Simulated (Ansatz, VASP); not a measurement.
**Ga in two plane-wave programs**

Wanted: the spread between two codes on one cell, functional and k mesh. The structure shown is frame 200 of Ansatz's trajectory.

Calculated with Ansatz 0.2.0; plane waves, with VASP 6.6.1 beside it; single point at PBE.

### Step 1. The structure

The cell holds 48 atoms: 48 Ga. Its edges and angles: a = 9.762 Å, b = 9.762 Å, c = 9.762 Å, α = 90.0°, β = 90.0°, γ = 90.0°. As first built, before any earlier steps moved the atoms (in the runner's words): 48 atoms (48 Ga) placed at random at 5.974 g/cm^3 and pushed apart to contact distance.

### Step 2. Ansatz: dynamics, PBE

Ansatz runs on its default PAW (the set named soft_2) files.

One frame of this run of dynamics is then solved in both programs, so the motion causes no difference.

File input.yaml:

```yaml
crystal:
  lattice:
    - [9.7619, 0.0, 0.0]
    - [0.0, 9.7619, 0.0]
    - [0.0, 0.0, 9.7619]
  atoms:
    - { symbol: Ga, position: [0.11977, 0.21495, 0.84643] }
    - { symbol: Ga, position: [0.58879, 0.06747, 0.30282] }
    - { symbol: Ga, position: [0.43937, 0.09606, 0.8125] }
    - { symbol: Ga, position: [0.11604, 0.3098, 0.51251] }
    - { symbol: Ga, position: [0.48262, 0.57598, 0.73181] }
    - { symbol: Ga, position: [0.96716, 0.35628, 0.70783] }
    - { symbol: Ga, position: [0.63926, 0.24528, 0.0151] }
    - { symbol: Ga, position: [0.98895, 0.27876, 0.28291] }
    - { symbol: Ga, position: [0.92441, 0.68529, 0.49248] }
    - { symbol: Ga, position: [0.74526, 0.00758, 0.76361] }
    - { symbol: Ga, position: [0.23796, 0.09069, 0.66458] }
    - { symbol: Ga, position: [0.98807, 0.0879, 0.66951] }
    - { symbol: Ga, position: [0.3558, 0.79129, 0.73784] }
    - { symbol: Ga, position: [0.17241, 0.86335, 0.58396] }
    - { symbol: Ga, position: [0.64886, 0.85916, 0.44453] }
    - { symbol: Ga, position: [0.74629, 0.96213, 0.07837] }
    - { symbol: Ga, position: [0.85109, 0.46457, 0.40093] }
    - { symbol: Ga, position: [0.17707, 0.75316, 0.31128] }
    - { symbol: Ga, position: [0.87694, 0.23766, 0.50255] }
    - { symbol: Ga, position: [0.40206, 0.57663, 0.24116] }
    - { symbol: Ga, position: [0.12877, 0.71473, 0.80905] }
    - { symbol: Ga, position: [0.46711, 0.89437, 0.16977] }
    - { symbol: Ga, position: [0.87111, 0.15431, 0.96043] }
    - { symbol: Ga, position: [0.65889, 0.52537, 0.90165] }
    - { symbol: Ga, position: [0.82871, 0.73277, 0.9967] }
    - { symbol: Ga, position: [0.34958, 0.11335, 0.1964] }
    - { symbol: Ga, position: [0.19245, 0.90532, 0.11358] }
    - { symbol: Ga, position: [0.25634, 0.50253, 0.84326] }
    - { symbol: Ga, position: [0.98039, 0.66076, 0.18214] }
    - { symbol: Ga, position: [0.58851, 0.70536, 0.06017] }
    - { symbol: Ga, position: [0.74033, 0.41179, 0.6187] }
    - { symbol: Ga, position: [0.64595, 0.63327, 0.55149] }
    - { symbol: Ga, position: [0.57248, 0.28793, 0.42836] }
    - { symbol: Ga, position: [0.11764, 0.54313, 0.60213] }
    - { symbol: Ga, position: [0.84462, 0.42274, 0.03374] }
    - { symbol: Ga, position: [0.64169, 0.23506, 0.76537] }
    - { symbol: Ga, position: [0.42327, 0.33799, 0.93007] }
    - { symbol: Ga, position: [0.33135, 0.34102, 0.38945] }
    - { symbol: Ga, position: [0.43728, 0.02501, 0.52882] }
    - { symbol: Ga, position: [0.91146, 0.59595, 0.75175] }
    - { symbol: Ga, position: [0.93192, 0.84535, 0.72739] }
    - { symbol: Ga, position: [0.83391, 0.83934, 0.27768] }
    - { symbol: Ga, position: [0.48183, 0.34191, 0.18987] }
    - { symbol: Ga, position: [0.45322, 0.34428, 0.64278] }
    - { symbol: Ga, position: [0.67865, 0.08945, 0.53703] }
    - { symbol: Ga, position: [0.33583, 0.71266, 0.04162] }
    - { symbol: Ga, position: [0.14916, 0.5088, 0.3558] }
    - { symbol: Ga, position: [0.72715, 0.32417, 0.23539] }
kpoints:
  mp_grid: { grid: [1, 1, 1] }
hamiltonian:
  xc: pbe
scf:
  occupations: { method: fermi_dirac, width: 0.05 }
output:
  forces: true
  stress: true
md:
  timestep: 5.0
  n_steps: 600
  ensemble: nvt_nose_hoover
  temperature: 973
  initial_velocities: maxwell_boltzmann
  seed: 6
  temperature_schedule:
    - { n_steps: 75, end_temperature: 973 }
    - { n_steps: 75, end_temperature: 473 }
```

Launch:

```
ansatz run input.yaml --threads 4 --pin off --max-ram 15360MiB --backend cpu --events-out ev --progress --plain --runs-dir out
```

Numbers of over 12 decimals in the logs are rounded to 6 here.

What it wrote:

```text
Warning: md: disabling space-group detection — thermal motion breaks the input geometry's symmetry, so no spatial operation reduces the k-mesh or symmetrises the density; time reversal is kept, so that k and −k are solved as one point where they differ and the mesh holds both, and exact exchange and, on two spinor components, a DFT+U term hold to it where the run has them: on two components no moment then forms, and  [...]
Warning: output.stress: scf.convergence.dr2_threshold = 4.8e-8 eV (the default of an md: trajectory) is looser than the 4.8e-9 eV advised for a printed stress (1e-10 eV for each atom of the cell: 48). What an SCF threshold leaves in a stress goes as its square root, and in the free energy as the threshold itself, and one threshold admits the most on a small cell: [figures from the program's tests cut] Set scf.converg [...]
Engine: ansatz 0.2.0, aarch64-unknown-linux-gnu
Pseudopotentials: kind: paw
Pseudopotential: Ga, paw, valence charge 13, recommended cutoff 420 eV (normal), Ga.paw.azcp
Functional definition: PBE
  parameter kappa = 0.804
  parameter beta = 0.066725
  exchange = pbe_x(kappa = kappa, mu = beta*pi^2/3)
  correlation = pbe_c(beta = beta)
Crystal: 48 atoms, lattice volume = 930.257 Å³
Basis set: ecut = 420 eV, 18277 PW (Γ), exchange–correlation on 144×144×144 points (8 copies of the dense FFT grid, shifted against one another)
Bands: 375, of which v1, the nominal top of the filled ones, is band 312 counted from 1 (311 counted from 0)
Symmetry: 1 space group operations
k-points: 1
Non-local potential: Ga, projectors of the file, l = 0: 2, l = 1: 2, l = 2: 3, l = 3: 1
PAW form: soft (Blöchl's): semilocal exchange-correlation on the pseudo side does not see the compensation charge
PAW one-centre angular grid: Ga, 590 points (default); XC on 64 Gauss nodes
Initial density: superposition of atomic densities (neutral atoms: chi_scale 0, normalization atom), corrected by the library's trained network
Initial wavefunctions: pseudopotential atomic-orbital guess
Functional: x = pbe(κ = 0.804, μ = 0.219515), c = pbe(β = 0.066725)
SCF iter   1: F=—  HF=-181572.129898 eV  |F-HF|=—  |Δ(HF+E_count)|=         —  Δρ=5.83e-3  dr2=1.30e0  ethr=1.77e-3  ⟨swp⟩=5.0  Hψ=1227  notcnv=0  defer=22
preconditioner: auto → LDOS  [metal: Δε(μ)=0.037 eV  Ē_g=15.945 eV  σ=0.050 eV  W_gap=0.18  n_scr=250 (ndim 8)  ℏωp=30.4 eV  f_vac=0.062  D(μ)=23.16/eV (n_scr^D=146)  β→1.0]
SCF iter   2: F=—  HF=-181571.947585 eV  |F-HF|=—  |Δ(HF+E_count)|=   1.82e-1  Δρ=3.70e-3  dr2=3.35e-1  ethr=2.08e-4  ⟨swp⟩=3.0  Hψ=760  notcnv=0  defer=47
SCF iter   3: F=—  HF=-181571.894506 eV  |F-HF|=—  |Δ(HF+E_count)|=   5.31e-2  Δρ=1.30e-3  dr2=6.27e-2  ethr=5.36e-5  ⟨swp⟩=2.0  Hψ=651  notcnv=0  defer=47
SCF iter   4: F=—  HF=-181571.885880 eV  |F-HF|=—  |Δ(HF+E_count)|=   8.63e-3  Δρ=5.54e-4  dr2=8.60e-3  ethr=1.00e-5  ⟨swp⟩=2.0  Hψ=507  notcnv=0  defer=47
SCF iter   5: F=—  HF=-181571.884762 eV  |F-HF|=—  |Δ(HF+E_count)|=   1.12e-3  Δρ=2.61e-4  dr2=1.34e-3  ethr=1.38e-6  ⟨swp⟩=2.0  Hψ=641  notcnv=0  defer=47
SCF iter   6: F=—  HF=-181571.884607 eV  |F-HF|=—  |Δ(HF+E_count)|=   1.55e-4  Δρ=1.06e-4  dr2=2.36e-4  ethr=2.14e-7  ⟨swp⟩=2.0  Hψ=642  notcnv=0  defer=47
SCF iter   7: F=—  HF=-181571.884599 eV  |F-HF|=—  |Δ(HF+E_count)|=   8.77e-6  Δρ=4.79e-5  dr2=5.26e-5  ethr=3.79e-8  ⟨swp⟩=2.0  Hψ=642  notcnv=0  defer=47
SCF iter   8: F=—  HF=-181571.884596 eV  |F-HF|=—  |Δ(HF+E_count)|=   2.74e-6  Δρ=1.80e-5  dr2=8.32e-6  ethr=8.43e-9  ⟨swp⟩=2.0  Hψ=397  notcnv=0  defer=47
SCF iter   9: F=—  HF=-181571.884930 eV  |F-HF|=—  |Δ(HF+E_count)|=   3.34e-4  Δρ=7.75e-6  dr2=1.25e-6  ethr=1.33e-9  ⟨swp⟩=2.0  Hψ=689  notcnv=0  defer=47
SCF iter  10: F=—  HF=-181571.884930 eV  |F-HF|=—  |Δ(HF+E_count)|=   2.21e-8  Δρ=3.87e-6  dr2=2.80e-7  ethr=2.00e-10  ⟨swp⟩=2.0  Hψ=642  notcnv=0  defer=47
SCF iter  11: F=—  HF=-181571.884930 eV  |F-HF|=—  |Δ(HF+E_count)|=   2.17e-8  Δρ=1.97e-6  dr2=7.98e-8  ethr=4.49e-11  ⟨swp⟩=2.0  Hψ=642  notcnv=0  defer=47
[...]
md step   562: t =  2810.00 fs  T =   433.3 K (target 473.0 K)  F+E_penalty+E_count = -181592.87036394 eV  E_kin = 2.632123 eV  conserved = -181566.04361709 eV  P_inst = 3.4955 GPa  (4 SCF iters)
md step   564: t =  2820.00 fs  T =   421.7 K (target 473.0 K)  F+E_penalty+E_count = -181592.79479420 eV  E_kin = 2.561719 eV  conserved = -181566.04259026 eV  P_inst = 3.5524 GPa  (4 SCF iters)
md step   566: t =  2830.00 fs  T =   417.2 K (target 473.0 K)  F+E_penalty+E_count = -181592.75783357 eV  E_kin = 2.534446 eV  conserved = -181566.04196195 eV  P_inst = 3.5814 GPa  (4 SCF iters)
md step   568: t =  2840.00 fs  T =   426.9 K (target 473.0 K)  F+E_penalty+E_count = -181592.80265941 eV  E_kin = 2.593613 eV  conserved = -181566.04197279 eV  P_inst = 3.5613 GPa  (4 SCF iters)
md step   570: t =  2850.00 fs  T =   450.8 K (target 473.0 K)  F+E_penalty+E_count = -181592.92960177 eV  E_kin = 2.738875 eV  conserved = -181566.04284698 eV  P_inst = 3.4868 GPa  (8 SCF iters)
md step   572: t =  2860.00 fs  T =   480.0 K (target 473.0 K)  F+E_penalty+E_count = -181593.08602986 eV  E_kin = 2.916345 eV  conserved = -181566.04400717 eV  P_inst = 3.3722 GPa  (4 SCF iters)
md step   574: t =  2870.00 fs  T =   502.5 K (target 473.0 K)  F+E_penalty+E_count = -181593.20078189 eV  E_kin = 3.052779 eV  conserved = -181566.04435926 eV  P_inst = 3.2432 GPa  (4 SCF iters)
md step   576: t =  2880.00 fs  T =   512.9 K (target 473.0 K)  F+E_penalty+E_count = -181593.24460408 eV  E_kin = 3.115875 eV  conserved = -181566.04378353 eV  P_inst = 3.1197 GPa  (4 SCF iters)
md step   578: t =  2890.00 fs  T =   514.7 K (target 473.0 K)  F+E_penalty+E_count = -181593.24112222 eV  E_kin = 3.126645 eV  conserved = -181566.04313551 eV  P_inst = 3.0105 GPa  (4 SCF iters)
md step   580: t =  2900.00 fs  T =   513.0 K (target 473.0 K)  F+E_penalty+E_count = -181593.22291214 eV  E_kin = 3.116604 eV  conserved = -181566.04310559 eV  P_inst = 2.9205 GPa  (8 SCF iters)
md step   582: t =  2910.00 fs  T =   508.7 K (target 473.0 K)  F+E_penalty+E_count = -181593.19428260 eV  E_kin = 3.090610 eV  conserved = -181566.04339217 eV  P_inst = 2.8584 GPa  (4 SCF iters)
md step   584: t =  2920.00 fs  T =   500.7 K (target 473.0 K)  F+E_penalty+E_count = -181593.14713447 eV  E_kin = 3.042068 eV  conserved = -181566.04309238 eV  P_inst = 2.8306 GPa  (4 SCF iters)
md step   586: t =  2930.00 fs  T =   493.2 K (target 473.0 K)  F+E_penalty+E_count = -181593.10579243 eV  E_kin = 2.996260 eV  conserved = -181566.04223136 eV  P_inst = 2.8304 GPa  (4 SCF iters)
md step   588: t =  2940.00 fs  T =   494.3 K (target 473.0 K)  F+E_penalty+E_count = -181593.12087065 eV  E_kin = 3.003233 eV  conserved = -181566.04208785 eV  P_inst = 2.8420 GPa  (4 SCF iters)
md step   590: t =  2950.00 fs  T =   505.5 K (target 473.0 K)  F+E_penalty+E_count = -181593.20118908 eV  E_kin = 3.070737 eV  conserved = -181566.04313263 eV  P_inst = 2.8593 GPa  (8 SCF iters)
md step   592: t =  2960.00 fs  T =   517.0 K (target 473.0 K)  F+E_penalty+E_count = -181593.28982706 eV  E_kin = 3.141034 eV  conserved = -181566.04418340 eV  P_inst = 2.8939 GPa  (4 SCF iters)
md step   594: t =  2970.00 fs  T =   519.1 K (target 473.0 K)  F+E_penalty+E_count = -181593.32763062 eV  E_kin = 3.153888 eV  conserved = -181566.04420890 eV  P_inst = 2.9582 GPa  (4 SCF iters)
md step   596: t =  2980.00 fs  T =   511.4 K (target 473.0 K)  F+E_penalty+E_count = -181593.31332027 eV  E_kin = 3.106989 eV  conserved = -181566.04342218 eV  P_inst = 3.0486 GPa  (4 SCF iters)
md step   598: t =  2990.00 fs  T =   501.5 K (target 473.0 K)  F+E_penalty+E_count = -181593.29423761 eV  E_kin = 3.047025 eV  conserved = -181566.04279072 eV  P_inst = 3.1456 GPa  (5 SCF iters)
[...]
md step   600: t =  3000.00 fs  T =   496.3 K (target 473.0 K)  F+E_penalty+E_count = -181593.31198866 eV  E_kin = 3.015032 eV  conserved = -181566.04293019 eV  P_inst = 3.2285 GPa  (8 SCF iters)
SCF converged after 8 iterations
Free energy (F): -181593.311989 eV
Harris-Foulkes:  -181593.311989 eV  (|F-HF|=6.11e-9)
Internal energy: -181593.305303 eV  (E = F + TS)
E sigma→0 (E₀):  -181593.308646 eV
Entropy (-TS):   -0.006685 eV (-0.139 meV/atom)
Fermi energy:    8.832189 eV
--- Per-component energies (eV) ---
  E_band       = -1991.594610
  E_kinetic    = 5522.957562
  E_local      = -93043.249550  (includes V_loc(G=0)·N_el)
  E_nonlocal   = 20254.985696
  E_hartree    = 43764.752326
  E_xc         = -3349.139934
  E_vxc        = -2815.525224  (∫ρ·V_xc dr)
  E_paw        = -95288.796357  (= ΣΔE_a)
  E_vpaw       = -19440.261805  (= ΣTr[D̂ρ^β])
  E_aug_tail   = -0.005479  (compensation charges beyond the density's cutoff)
  E_ewald      = -59454.809568
  E_smearing   = -0.006685  (= −TS)
  E_closure    = 0.000000  (closes the sum)
  Σ components = -181593.311989   (vs F -181593.311989, Δ=0.00e0)
--- Forces (eV/Å), atoms counted from 1 ---
  atom   1  Ga     0.32034934     0.06651583     0.08300348
  atom   2  Ga     0.29194251    -0.48826103     0.63256107
  atom   3  Ga    -0.54855488    -0.17129712     0.35104638
  atom   4  Ga    -0.45028490    -0.06463769    -0.17086397
  atom   5  Ga     0.17637693     0.37100384     0.12113135
  atom   6  Ga     0.09656867     0.43924431     0.70601475
  atom   7  Ga     0.12559224     0.63449048     0.49299603
  atom   8  Ga    -0.67180967    -0.22951517     0.35342088
  atom   9  Ga     0.32125565     0.13244370     0.05099841
  atom  10  Ga    -0.32110403    -0.26659725     0.47444684
  atom  11  Ga     0.84898416    -0.08445326    -0.58194381
  atom  12  Ga    -0.11757699     0.11651420     0.15738559
  atom  13  Ga     0.42603048    -0.18404645     0.00594274
  atom  14  Ga     0.18061632     0.28406213     0.07904590
  atom  15  Ga    -0.28121741     0.23158584    -0.82640976
  atom  16  Ga    -0.20980041     0.07849930     0.11533179
  atom  17  Ga    -0.54015698    -0.43642228    -0.16928993
  atom  18  Ga     0.10407179     0.19067100    -0.11147248
  atom  19  Ga     0.37028398     0.12601139     0.05560399
  atom  20  Ga     0.21575726     0.03442403    -0.35626248
  atom  21  Ga    -0.55878773    -1.22209285    -0.74018912
  atom  22  Ga     0.13767196    -0.43656241     0.02759951
  atom  23  Ga     0.43560971     0.15069549    -0.58513808
  atom  24  Ga    -0.29859920     0.91810045     0.07875204
[...]
atom  41  Ga     0.10377291     0.62392841    -0.26532583
  atom  42  Ga     0.43465042     0.16125554    -0.10685203
  atom  43  Ga    -0.96413330     0.08670069     0.09602914
  atom  44  Ga     0.13652696    -0.64457113    -0.28074724
  atom  45  Ga    -0.52816519     0.15954567     0.25195033
  atom  46  Ga     0.77479845     0.12109259    -0.03461568
  atom  47  Ga     0.58291830     0.21639668    -0.48459578
  atom  48  Ga     0.09532281    -0.43843711    -0.09476939
  max |Σ_I F_I| component: 1.80e-5 eV/Å
--- Stress (GPa, compression-positive) ---
        3.738854      -0.232582      -0.015912
       -0.232582       2.164920       0.038192
       -0.015912       0.038192       2.721186
  P = ⅓ Tr σ = 2.8750 GPa (28.750 kbar)
--- MD trajectory: 600 steps, t = 0.0 → 3000.0 fs ---
  final state: T = 496.3 K   F+E_penalty+E_count = -181593.31198866 eV   E_kin = 3.015032 eV
  conserved energy: peak-to-peak 7.293e-2 eV (1.519e-3 eV/atom) over 3000.0 fs
```

(Part 1 of 2 ends here.)

[Lines on the potential files, build, host, timing and source positions are cut from VASP's logs without a mark.]

[Logs are printed without paths, hosts, clocks, repeated set-up lines and the standing remarks that a program may print on its own settings, such as how far it seeks lower states.]

[Hosts, paths, dates, database ids (printed as entryN), source tags and the programs' standing remarks are cut or masked in the printed files.]
